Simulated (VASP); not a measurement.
Data:

```xyz
3
Lattice="1.5119 -2.6187 0.0000 1.5119 2.6187 0.0000 0.0000 0.0000 3.2231" Properties=species:S:1:pos:R:3 pbc="T T T"
Ti     0.0000     0.0000     0.0000
B      1.5119     0.8729     1.6115
B      1.5119    -0.8729     1.6115
```

Calculation: r2SCAN+rVV10, VASP's PBE PAW potentials (set 64) (plane waves; VASP 6.6.1). Run with 520 eV cut-off, 13×13×11 Γ-centred mesh, tetrahedra with Blöchl corrections, potentials Ti_sv B.

The cores are frozen, which limits the accuracy of field gradients.

### Question
Give the principal components of the electric field gradient (V/Å²) and the asymmetry η at each nucleus.

### Answer

```tsv
atom	Vxx	Vyy	Vzz	η
Ti1	-9.2	-9.2	18.5	0.00
B2	-2.2	-2.2	4.5	0.00
B3	-2.2	-2.2	4.5	0.00
```

The compound is TiB2 in the AlB2 type structure. It was relaxed first.
